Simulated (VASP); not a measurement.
Method: revPBE GGA, VASP's PBE PAW potentials (set 64) (plane waves; VASP).

VASP input:

### INCAR
```
! general
SYSTEM  = AuAl2
PREC    = Accurate
ENCUT   = 520
LREAL   = .FALSE.
LASPH   = .TRUE.

! electronic loop
EDIFF   = 1E-6
NELM    = 100
ALGO    = Normal
LMAXMIX = 6

! smearing
ISMEAR  = 1
SIGMA   = 0.1

! functional
GGA     = RE

! ions
IBRION  = 2
NSW     = 60
ISIF    = 3
EDIFFG  = -0.02

! output
LWAVE   = .FALSE.
LCHARG  = .FALSE.
```

KPOINTS:
```
Automatic mesh
0
gamma
8 8 8
```

POSCAR:
```
AuAl2
1
   -0.0000000000     3.0419173525     3.0419173525
    3.0419173525     0.0000000000     3.0419173525
    3.0419173525     3.0419173525     0.0000000000
Al Au
2 1
Direct
  0.2500000000   0.2500000000   0.2500000000
  0.7500000000   0.7500000000   0.7500000000
  0.0000000000   0.0000000000   0.0000000000
```

POTCAR, in this order: Al Au (PBE.64 set). Program: vasp_std.

Unless said otherwise, spin-orbit coupling is left out, though it shifts the bands of the heavy elements here.

Problem. What does the run give for the energy per atom (σ→0), band gap (on the k-mesh)?

Solution. 
| Property | Value |
|---|---|
| energy per atom (σ→0) | -3.707 eV/atom |
| band gap (on the k-mesh) | none (metal, semimetal or under 0.01 eV) |

OSZICAR:
```
...
DAV:   7    -0.111445105073E+02    0.65383E-01   -0.27149E-01   740   0.625E+00    0.191E+00
DAV:   8    -0.111217234318E+02    0.22787E-01   -0.25868E-02   824   0.131E+00    0.415E-01
DAV:   9    -0.111209463655E+02    0.77707E-03   -0.39941E-03   776   0.759E-01    0.195E-01
DAV:  10    -0.111211817155E+02   -0.23535E-03   -0.39256E-04   724   0.156E-01    0.370E-02
DAV:  11    -0.111211805625E+02    0.11530E-05   -0.98806E-06   872   0.277E-02    0.144E-02
DAV:  12    -0.111211869123E+02   -0.63498E-05   -0.15285E-05   708   0.259E-02    0.490E-03
DAV:  13    -0.111211869659E+02   -0.53586E-07   -0.41965E-07   560   0.731E-03
   1 F= -.11121187E+02 E0= -.11120324E+02  d E =-.111212E+02
```

The compound is AuAl2 in the fluorite structure. It was relaxed first. The start is the result of an earlier pass. The electron count is odd and the run is not spin-polarised, which forces a metal.
